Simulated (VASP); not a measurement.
Calculation: PBE GGA, VASP's PBE PAW potentials (set 64) (plane waves; VASP).

VASP ran on this input.

### KPOINTS
```
Automatic mesh
0
Gamma
4 4 4
0 0 0
```

POSCAR:
```
ScI3
5.5095830
  1.0000000000   0.0000000000   0.0000000000
  0.0000000000   1.0000000000   0.0000000000
  0.0000000000   0.0000000000   1.0000000000
Sc I
1 3
direct
  0.0000000000   0.0000000000   0.0000000000
  0.5000000000   0.0000000000   0.0000000000
  0.0000000000   0.0000000000   0.5000000000
  0.0000000000   0.5000000000   0.0000000000
```

### INCAR
```
SYSTEM=ScI3
PREC=Accurate; ENCUT=400; LREAL=F
LASPH=T
EDIFF=1E-6; NELM=100; ALGO=Normal
LMAXMIX=4
ISMEAR=0; SIGMA=0.05
GGA=PE
ISIF=2
LWAVE=F; LCHARG=F
```

POTCAR, in this order: Sc_sv I (PBE.64 set). Program: vasp_std.

Output

### OSZICAR
```
       N       E                     dE             d eps       ncg     rms          rms(c)
DAV:   1     0.252593576280E+03    0.25259E+03   -0.11054E+04   464   0.111E+03
DAV:   2     0.987074360226E+01   -0.24272E+03   -0.23679E+03   520   0.342E+02
DAV:   3    -0.147677456378E+02   -0.24638E+02   -0.23526E+02   568   0.950E+01
DAV:   4    -0.163192977009E+02   -0.15516E+01   -0.15391E+01   584   0.270E+01
DAV:   5    -0.163795559419E+02   -0.60258E-01   -0.60189E-01   524   0.474E+00    0.891E+00
DAV:   6    -0.147687151552E+02    0.16108E+01   -0.42851E+00   568   0.238E+01    0.400E+00
DAV:   7    -0.147541010951E+02    0.14614E-01   -0.24044E-01   628   0.362E+00    0.222E+00
DAV:   8    -0.147504217861E+02    0.36793E-02   -0.53117E-02   568   0.278E+00    0.406E-01
DAV:   9    -0.147470168340E+02    0.34050E-02   -0.24761E-02   576   0.208E+00    0.159E-01
DAV:  10    -0.147468140083E+02    0.20283E-03   -0.33333E-03   544   0.791E-01    0.921E-02
DAV:  11    -0.147467451767E+02    0.68832E-04   -0.10253E-03   596   0.413E-01    0.369E-02
DAV:  12    -0.147467332570E+02    0.11920E-04   -0.46304E-05   604   0.687E-02    0.192E-02
DAV:  13    -0.147467236483E+02    0.96087E-05   -0.72747E-05   576   0.102E-01    0.117E-02
DAV:  14    -0.147467191788E+02    0.44695E-05   -0.11090E-05   576   0.432E-02    0.424E-03
DAV:  15    -0.147467191366E+02    0.42200E-07   -0.46442E-07   288   0.788E-03
   1 F= -.14746719E+02 E0= -.14746719E+02  d E =-.486807E-20
```

### OUTCAR
```
------------------------ aborting loop because EDIFF is reached ----------------------------------------
  FORCE on cell =-STRESS in cart. coord.  units (eV):
  Direction    XX          YY          ZZ          XY          YZ          ZX
  --------------------------------------------------------------------------------------
  Total        4.9404705      4.9404705      4.9404705      0.0000000     -0.0000000     -0.0000000
  in kB       47.3284962     47.3284962     47.3284962      0.0000000     -0.0000000     -0.0000000
  external PRESSURE =      47.3284962 kB  Pullay stress =       0.0000000 kB
  volume of cell :      167.25
      direct lattice vectors                 reciprocal lattice vectors
     5.509583000  0.000000000  0.000000000     0.181501939  0.000000000  0.000000000
     0.000000000  5.509583000  0.000000000     0.000000000  0.181501939  0.000000000
     0.000000000  0.000000000  5.509583000     0.000000000  0.000000000  0.181501939
 POSITION                                       TOTAL-FORCE (eV/Angst)
 -----------------------------------------------------------------------------------
      0.00000      0.00000      0.00000         0.000000      0.000000      0.000000
      2.75479      0.00000      0.00000         0.000000      0.000000      0.000000
      0.00000      0.00000      2.75479         0.000000      0.000000      0.000000
      0.00000      2.75479      0.00000         0.000000      0.000000      0.000000
 -----------------------------------------------------------------------------------
    total drift:                               -0.000000     -0.000000     -0.000000
  FREE ENERGIE OF THE ION-ELECTRON SYSTEM (eV)
  ---------------------------------------------------
  free  energy   TOTEN  =       -14.7467191366 eV

  energy  without entropy=      -14.7467191366  energy(sigma->0) =      -14.74671914
```
(Selected blocks of OUTCAR.)

The structure was generated: ScI3 was put into the ReO3 type (Pm-3m), which need not be its known phase. The cell was not relaxed at this level.
